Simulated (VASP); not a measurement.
A VASP calculation is set up with these files.

INCAR:
```
ALGO = Normal
EDIFF = 1E-7
ENCUT = 520
GGA = PS
ISIF = 2
ISMEAR = -5
LASPH = .True.
LCHARG = .True.
LMAXMIX = 4
LORBIT = 11
LREAL = .False.
LWAVE = .False.
NEDOS = 601
NELM = 100
PREC = Accurate
SYSTEM = Zn
```

**KPOINTS**
```
Automatic mesh
0
Gamma
18 18 9
0 0 0
```

**POSCAR**
```
Zn
1
    1.3227103235    -2.2910019021     0.0000000000
    1.3227103235     2.2910019021     0.0000000000
    0.0000000000     0.0000000000     4.6487014617
Zn
2
Direct
  0.3333330000   0.6666670000   0.2500000000
  0.6666670000   0.3333330000   0.7500000000
```

POTCAR, in this order: Zn (PBE.64 set). Program: vasp_std.

Write an equivalent input for Quantum ESPRESSO's pw.x.

One equivalent input (not run):
```
&CONTROL
  calculation = 'scf'
  pseudo_dir = './pseudo'
  outdir = './out'
  tprnfor = .true.
  tstress = .true.
/
&SYSTEM
  ibrav = 0
  nat = 2
  ntyp = 1
  ecutwfc = 84
  occupations = 'tetrahedra'
  input_dft = 'pbesol'
/
&ELECTRONS
  conv_thr = 7.3e-09
  electron_maxstep = 100
/
ATOMIC_SPECIES
  Zn 65.380 Zn.upf
CELL_PARAMETERS angstrom
     1.3227103   -2.2910019    0.0000000
     1.3227103    2.2910019    0.0000000
     0.0000000    0.0000000    4.6487015
ATOMIC_POSITIONS crystal
  Zn   0.3333330  0.6666670  0.2500000
  Zn   0.6666670  0.3333330  0.7500000
K_POINTS automatic
  18 18 9 0 0 0
```
The two are equivalent in intent, not identical: the potentials are each code's own (VASP's PAW set, PseudoDojo norm-conserving files in pw.x), so ENCUT and ecutwfc are chosen apart and not converted; conv_thr bounds pw.x's estimated SCF error, while EDIFF bounds the energy change between steps.

The compound is Zn in the hcp structure. It was relaxed first, which changed the volume by -7 %.
